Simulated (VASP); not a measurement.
A convergence study with VASP on KTaO₃ (cubic perovskite): one setting is varied, all else stays as given below, so the limit is that of these other settings.

```yaml
crystal:
  lattice:
    - [3.99000, 0.00000, 0.00000]
    - [0.00000, 3.99000, 0.00000]
    - [0.00000, 0.00000, 3.99000]
  atoms:
    - { symbol: K, position: [0.00000, 0.00000, 0.00000] }
    - { symbol: Ta, position: [0.50000, 0.50000, 0.50000] }
    - { symbol: O, position: [0.50000, 0.00000, 0.50000] }
    - { symbol: O, position: [0.00000, 0.50000, 0.50000] }
    - { symbol: O, position: [0.50000, 0.50000, 0.00000] }
```

The numbers are results of PBE GGA, VASP's PBE PAW potentials (set 64) (plane waves; VASP), not measurements. The tightest run used: 700 eV cut-off, 14×14×14 Γ-centred mesh, tetrahedra with Blöchl corrections, potentials K_sv Ta_pv O.

Gaps are read on the run's mesh, which can miss a band edge.

| setting | E (eV/atom) | pressure (GPa) | gap on the mesh (eV) | irreducible k-points |
|---|---|---|---|---|
| 3×3×3 mesh | -8.1820 | 5.85 | 2.390 | 4 |
| 4×4×4 mesh | -8.2053 | 5.63 | 2.158 | 10 |
| 5×5×5 mesh | -8.2094 | 5.60 | 2.283 | 10 |

Q: These are the cheaper rows. Estimate the results at 14×14×14 mesh, and how far the last row shown lies from them.

A: 
```tsv
quantity	tightest run	last row shown is off by
E (eV/atom)	-8.2104	0.0010
pressure (GPa)	5.60	0.01
gap on the mesh (eV)	2.176	0.107
```

Left out are rungs that failed or repeat a setting and relaxations that didn't move; long series are thinned to 24 rows.

The compound is KTaO3 in the cubic perovskite structure. The cell was not relaxed at this level.
